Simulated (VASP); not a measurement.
Crystal: BN.

```
N B
1.0
     0.00000    1.81300    1.81300
     1.81300    0.00000    1.81300
     1.81300    1.81300    0.00000
N B
1 1
Direct
  0.25000 0.25000 0.25000
  0.00000 0.00000 0.00000
```

The cell is a database's computed one.

Base run:

```yaml
Program: VASP 6.6.1
Functional: PBE
Potentials_or_basis: VASP PAW PBE potentials, release 64 (N_GW, B_GW)
Cutoff: 450 eV
k_mesh: 12 × 12 × 12
Occupations: gaussian, width 0.02 eV
Spin: no spin polarisation
```

Its results: band gap on the k mesh 4.45 eV, indirect (least direct gap 8.78 eV).

Question: The run is repeated on the same cell with these changes: functional from PBE to LDA; potentials or basis from VASP PAW PBE potentials, release 64 (N_GW, B_GW) to VASP PAW LDA potentials, release 64 (N, B); cutoff from 450 eV to 520 eV. What comes out?

Answer: Band gap on the k mesh 4.33 eV, indirect (least direct gap 8.64 eV).

Not every run made on this cell is shown here.
